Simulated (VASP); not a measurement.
Crystal: SnO (Romarchite).

```xyz
4
Lattice="3.7986 0.0000 0.0000 0.0000 3.7986 0.0000 0.0000 0.0000 4.8408" Properties=species:S:1:pos:R:3 pbc="T T T"
Sn    1.8993    0.0000    1.1468
Sn    0.0000    1.8993    3.6940
O     0.0000    0.0000    0.0000
O     1.8993    1.8993    0.0000
```

- Program: VASP 6.6.1
- Task: relaxation of cell and atoms
- Functional: LDA
- Potentials or basis: VASP PAW LDA potentials, release 64 (Sn_d, O)
- Cutoff: 600 eV
- k mesh: 8 × 8 × 6
- Occupations: gaussian, width 0.03 eV
- Spin: no spin polarisation

At the start: pressure -2.0 GPa; volume 17.46 Å³/atom.

Question: How do energy, volume and symmetry change on relaxing?

Answer: Over 12 steps the energy falls by 6.8 meV/atom and the volume is 16.45 Å³/atom (-5.8 %); space group P4/nmm (No. 129, to 0.05 Å).

The path:
| step | energy change (eV) | largest force (eV/Å) | pressure (GPa) | volume (Å³) |
| --- | --- | --- | --- | --- |
| 1 | 0.0000 | 0.0057 | -2.04 | 69.85 |
| 2 | -0.0054 | 0.4844 | 1.26 | 67.63 |
| 3 | -0.0088 | 0.2817 | -0.04 | 68.48 |
| 4 | -0.0151 | 0.1852 | -0.14 | 67.91 |
| 5 | -0.0178 | 0.1661 | -0.03 | 66.37 |
| 6 | -0.0195 | 0.0262 | -0.03 | 66.96 |
| 7 | -0.0239 | 0.0232 | -0.05 | 66.52 |
| 8 | -0.0269 | 0.0222 | 0.00 | 65.98 |
| 9 | -0.0238 | 0.0239 | 0.18 | 64.89 |
| 10 | -0.0273 | 0.0145 | 0.03 | 65.72 |
| 11 | -0.0273 | 0.0160 | 0.05 | 65.68 |
| 12 | -0.0273 | 0.0002 | -0.02 | 65.78 |

Final structure:
```xyz
4
Lattice="3.7676 0.0000 0.0000 0.0000 3.7676 0.0000 0.0000 0.0000 4.6341" Properties=species:S:1:pos:R:3 pbc="T T T"
Sn    1.8838    0.0000    1.1490
Sn    0.0000    1.8838    3.4851
O     0.0000    0.0000    0.0000
O     1.8838    1.8838    0.0000
```
